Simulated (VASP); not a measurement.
Here is a VASP 6.6.1 calculation.

Contents of POSCAR:

```
GaN
1.0
    3.1806700000      0.0000000000      0.0000000000
   -1.5903300000      2.7545400000      0.0000000000
    0.0000000000      0.0000000000      5.1815000000
Ga N
2 2
Direct
    0.6666700000      0.3333300000      0.4991600000
    0.3333300000      0.6666700000      0.9991600000
    0.6666700000      0.3333300000      0.8758400000
    0.3333300000      0.6666700000      0.3758400000
```

Contents of INCAR.step1:

```
  ALGO = Normal
  EDIFF = 1E-5
  ENCUT = 520
  GGA = PE
  ISIF = 2
  ISMEAR = 0
  LASPH = True
  LREAL = False
  LWAVE = True
  NBANDS = 26
  NELM = 100
  PREC = Accurate
  SIGMA = 0.02
```

Contents of INCAR.step2:

```
  ALGO = Normal
  EDIFF = 1E-7
  ENCUT = 520
  GGA = PE
  HFSCREEN = 0.2
  ISIF = 2
  ISMEAR = 0
  ISTART = 1
  LASPH = True
  LCHARG = True
  LELF = True
  LHFCALC = True
  LREAL = False
  LVHAR = True
  LWAVE = False
  NBANDS = 26
  NELM = 100
  PREC = Accurate
  PRECFOCK = Fast
  SIGMA = 0.02
```

The input KPOINTS:

```
k-points
0
Gamma
  6 6 4
```

Potentials or basis: VASP PAW PBE potentials, release 64 (Ga_d, N).

Run with:

```console
$ cat potpaw_PBE.64/Ga_d/POTCAR potpaw_PBE.64/N/POTCAR > POTCAR
$ cp INCAR.step1 INCAR
$ mpirun -np 1 vasp_std > vasp.out
$ cp INCAR.step2 INCAR
$ mpirun -np 1 vasp_std > vasp.out
```

**Question.** What does it give for the pressure?

**Answer.** 0.2 GPa.

**Question.** Estimate the band gap on the k mesh.

**Answer.** 3.25 eV, direct.

**Question.** Estimate the largest force.

**Answer.** 0.016 eV/Å.

Forces on the atoms (eV/Å):
```
Ga   0.000  0.000 -0.016
Ga   0.000  0.000 -0.016
N    0.000  0.000  0.016
N    0.000  0.000  0.016
```

Caveat: the PAW data sets were made with another functional, which shifts forces and pressure a little.

**What was measured.**

From “Studying electronic properties in GaN without electrical contacts using γ-γ vs e−-γ Perturbed Angular Correlations”, 2019, pmc:6823545, for a bulk crystal of GaN: band gap 3.503 ± 0.005 eV (direct).

A measured gap of GaN is 3.503 eV (direct; quoted in “Studying electronic properties in GaN without electrical contacts using γ-γ vs e−-γ Perturbed Angular Correlations”, 2019, pmc:6823545); the calculated 3.25 eV misses it by -0.25 eV. Spin-orbit coupling on Ga is left out. The value is that of HSE06, without temperature or zero-point motion. The cell is a database's relaxed one, not the measured one, which moves gaps too.
